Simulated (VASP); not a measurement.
OSZICAR of a VASP run on Mn₃Si (space group Fm-3m):

File OSZICAR:
```
       N       E                     dE             d eps       ncg     rms          rms(c)
DAV:   1     0.439572000040E+03    0.43957E+03   -0.20991E+04  4484   0.154E+03
DAV:   2    -0.136954648051E+02   -0.45327E+03   -0.43336E+03  4375   0.466E+02
DAV:   3    -0.368518593947E+02   -0.23156E+02   -0.22596E+02  4830   0.121E+02
DAV:   4    -0.372231361732E+02   -0.37128E+00   -0.37084E+00  4683   0.156E+01
DAV:   5    -0.372308577980E+02   -0.77216E-02   -0.77213E-02  4901   0.232E+00    0.349E+01
DAV:   6    -0.393057555258E+02   -0.20749E+01   -0.37380E+01  4747   0.693E+01    0.313E+01
DAV:   7    -0.421279165659E+02   -0.28222E+01   -0.62457E+01  4576   0.609E+01    0.341E+01
DAV:   8    -0.361780445056E+02    0.59499E+01   -0.21202E+01  4683   0.414E+01    0.723E+00
DAV:   9    -0.361388756801E+02    0.39169E-01   -0.84793E-01  4614   0.844E+00    0.383E+00
DAV:  10    -0.361773266913E+02   -0.38451E-01   -0.13716E-01  4850   0.317E+00    0.331E+00
DAV:  11    -0.362672998006E+02   -0.89973E-01   -0.10925E-01  5859   0.317E+00    0.235E+00
DAV:  12    -0.362944987481E+02   -0.27199E-01   -0.37216E-02  5172   0.200E+00    0.173E+00
DAV:  13    -0.363017064646E+02   -0.72077E-02   -0.20912E-02  5355   0.127E+00    0.949E-01
DAV:  14    -0.363144903460E+02   -0.12784E-01   -0.29211E-02  5914   0.158E+00    0.725E-01
DAV:  15    -0.363142744805E+02    0.21587E-03   -0.25803E-03  4529   0.434E-01    0.704E-01
DAV:  16    -0.363132596829E+02    0.10148E-02   -0.24398E-04  5059   0.164E-01    0.711E-01
DAV:  17    -0.363030492324E+02    0.10210E-01   -0.17594E-02  4722   0.128E+00    0.937E-01
DAV:  18    -0.362874151768E+02    0.15634E-01   -0.54725E-02  5199   0.212E+00    0.122E+00
DAV:  19    -0.363043104401E+02   -0.16895E-01   -0.45132E-02  4770   0.243E+00    0.629E-01
DAV:  20    -0.363119666554E+02   -0.76562E-02   -0.18723E-02  5276   0.121E+00    0.718E-01
DAV:  21    -0.363257782041E+02   -0.13812E-01   -0.36010E-02  5029   0.154E+00    0.785E-01
DAV:  22    -0.363311151259E+02   -0.53369E-02   -0.68632E-03  5445   0.552E-01    0.678E-01
DAV:  23    -0.363285398763E+02    0.25752E-02   -0.20608E-03  4629   0.430E-01    0.735E-01
DAV:  24    -0.363290888139E+02   -0.54894E-03   -0.66702E-05  4670   0.810E-02    0.719E-01
DAV:  25    -0.363286041381E+02    0.48468E-03   -0.60583E-05  5120   0.697E-02    0.728E-01
DAV:  26    -0.363284119679E+02    0.19217E-03   -0.26802E-05  4863   0.413E-02    0.731E-01
DAV:  27    -0.363311043299E+02   -0.26924E-02   -0.21028E-03  5107   0.394E-01    0.683E-01
DAV:  28    -0.363421416088E+02   -0.11037E-01   -0.45536E-02  4934   0.172E+00    0.548E-01
DAV:  29    -0.363415319481E+02    0.60966E-03   -0.20189E-03  4396   0.423E-01    0.540E-01
DAV:  30    -0.363419334526E+02   -0.40150E-03   -0.11444E-04  4753   0.107E-01    0.540E-01
DAV:  31    -0.363495701523E+02   -0.76367E-02   -0.21384E-02  4920   0.115E+00    0.548E-01
DAV:  32    -0.363512521708E+02   -0.16820E-02   -0.19655E-03  5172   0.283E-01    0.542E-01
DAV:  33    -0.363532901161E+02   -0.20379E-02   -0.23839E-03  5143   0.360E-01    0.458E-01
DAV:  34    -0.363551278753E+02   -0.18378E-02   -0.26177E-03  5587   0.380E-01    0.382E-01
DAV:  35    -0.363528888536E+02    0.22390E-02   -0.36381E-03  4899   0.555E-01    0.487E-01
DAV:  36    -0.363528248522E+02    0.64001E-04   -0.84831E-05  4583   0.617E-02    0.489E-01
DAV:  37    -0.363529894095E+02   -0.16456E-03   -0.63014E-05  4682   0.576E-02    0.465E-01
DAV:  38    -0.363554198942E+02   -0.24305E-02   -0.60567E-03  5079   0.624E-01    0.314E-01
DAV:  39    -0.363558848544E+02   -0.46496E-03   -0.22351E-02  5098   0.118E+00    0.258E-01
DAV:  40    -0.363568281629E+02   -0.94331E-03   -0.50545E-03  4708   0.694E-01    0.879E-02
DAV:  41    -0.363568389777E+02   -0.10815E-04   -0.48329E-04  4938   0.193E-01    0.571E-02
DAV:  42    -0.363568556895E+02   -0.16712E-04   -0.36350E-04  4884   0.170E-01    0.512E-02
DAV:  43    -0.363568626826E+02   -0.69931E-05   -0.17786E-05  4451   0.416E-02    0.470E-02
DAV:  44    -0.363568727543E+02   -0.10072E-04   -0.45854E-06  4190   0.197E-02    0.228E-02
DAV:  45    -0.363568737982E+02   -0.10439E-05   -0.17207E-05  4413   0.352E-02    0.118E-02
DAV:  46    -0.363568726072E+02    0.11910E-05   -0.44361E-05  4423   0.564E-02    0.166E-02
DAV:  47    -0.363568751641E+02   -0.25569E-05   -0.36419E-06  3388   0.191E-02    0.938E-03
DAV:  48    -0.363568758837E+02   -0.71956E-06   -0.31299E-06  2937   0.145E-02
   1 F= -.36356876E+02 E0= -.36357130E+02  d E =-.363569E+02  mag=     1.0587
       N       E                     dE             d eps       ncg     rms          rms(c)
DAV:   1    -0.364133862273E+02   -0.56511E-01   -0.75965E-01  4453   0.101E+01    0.223E+00
DAV:   2    -0.363689680807E+02    0.44418E-01   -0.38442E-01  4567   0.645E+00    0.127E+00
DAV:   3    -0.363584268931E+02    0.10541E-01   -0.40825E-02  4588   0.214E+00    0.510E-01
DAV:   4    -0.363580265647E+02    0.40033E-03   -0.11060E-02  4663   0.103E+00    0.539E-01
DAV:   5    -0.363567758292E+02    0.12507E-02   -0.25688E-03  4792   0.518E-01    0.160E-01
DAV:   6    -0.363566107897E+02    0.16504E-03   -0.51971E-04  4382   0.123E-01    0.400E-02
DAV:   7    -0.363566058564E+02    0.49333E-05   -0.25998E-05  4326   0.345E-02    0.242E-02
DAV:   8    -0.363566090222E+02   -0.31658E-05   -0.15503E-05  4634   0.316E-02    0.971E-03
DAV:   9    -0.363566096424E+02   -0.62023E-06   -0.57020E-07  2464   0.679E-03
   2 F= -.36356610E+02 E0= -.36356868E+02  d E =0.266241E-03  mag=     1.0458
       N       E                     dE             d eps       ncg     rms          rms(c)
DAV:   1    -0.363764576402E+02   -0.19849E-01   -0.25756E-01  4467   0.585E+00    0.131E+00
DAV:   2    -0.363612443362E+02    0.15213E-01   -0.12919E-01  4560   0.374E+00    0.726E-01
DAV:   3    -0.363578450640E+02    0.33993E-02   -0.13500E-02  4574   0.124E+00    0.293E-01
DAV:   4    -0.363577173787E+02    0.12769E-03   -0.35275E-03  4678   0.596E-01    0.317E-01
DAV:   5    -0.363572854316E+02    0.43195E-03   -0.89767E-04  4763   0.298E-01    0.932E-02
DAV:   6    -0.363572228520E+02    0.62580E-04   -0.17933E-04  4368   0.746E-02    0.240E-02
DAV:   7    -0.363572198225E+02    0.30295E-05   -0.10984E-05  4228   0.235E-02    0.141E-02
DAV:   8    -0.363572188292E+02    0.99325E-06   -0.51940E-06  4100   0.186E-02
   3 F= -.36357219E+02 E0= -.36357477E+02  d E =-.342945E-03  mag=     1.0520
```

Task: Which electronic solver shows in the log?

Result: It is blocked Davidson (ALGO = Normal, or the opening steps of other solvers). The INCAR had ALGO = Normal.

Task: How was spin treated?

Result: Collinear spin (ISPIN = 2): the summary line carries one mag value, 1.05 μB in the cell.

Task: Can the final energy be trusted as converged?

Result: Self-consistency was reached. It stopped with EDIFF = 1E-6, NELM = 100, NSW = 60 and EDIFFG = -0.02 after 3 ionic steps (PBEsol GGA, plane waves, VASP's PBE PAW potentials (set 64)). The moments were started parallel, and other spin orders were not tried in this run.

The structure comes from a measured Mn3Si entry (Fm-3m) of the Crystallography Open Database, whose conditions weren't checked. This run relaxes it. Symmetry was kept, so distortions that lower it aren't found. The start is the result of an earlier pass.
